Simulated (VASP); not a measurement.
Runs of VASP 6.6.1 on ZnO. It takes space group P6_3mc (No. 186, hexagonal). Conventional cell: a = 3.287 Å, b = 3.287 Å, c = 5.300 Å, α = 90.00°, β = 90.00°, γ = 120.00°. Zn (site symmetry 3m) has 4 O at 2.00 to 2.01 Å as nearest neighbours. O (site symmetry 3m) has 4 Zn at 2.00 to 2.01 Å as nearest neighbours. 

| task | level | potentials or basis | cell | cutoff (eV) | gap on the mesh (eV) | pressure (GPa) | largest force (eV/Å) |
| --- | --- | --- | --- | --- | --- | --- | --- |
| band structure | LDA | VASP PAW LDA potentials, release 64 (Zn, O) | as given | 520 | (b) | (a) | 0.01 |
| relaxation of cell and atoms | PBE | VASP PAW PBE potentials, release 64 (Zn, O) | relaxed | 600 | 0.72 | 0.0 | - |
| band structure | PBE | VASP PAW PBE potentials, release 64 (Zn, O) | as given | 520 | 0.72 | 0.1 | - |
| band structure | TB-mBJ | VASP PAW PBE potentials, release 64 (Zn, O) | as given | 520 | 2.53 | - | - |
| band structure | r2SCAN | VASP PAW PBE potentials, release 64 (Zn, O) | as given | 520 | 1.16 | -5.8 | 0.01 |

Alike in all rows: no spin polarisation; k mesh 9 × 9 × 5; smearing gaussian 0.03 eV.

Question: Estimate the missing entries.

Answer: (a) -11.1; (b) 0.67.

Caveats: the PAW data sets were made with another functional, which shifts forces and pressure a little (some runs).

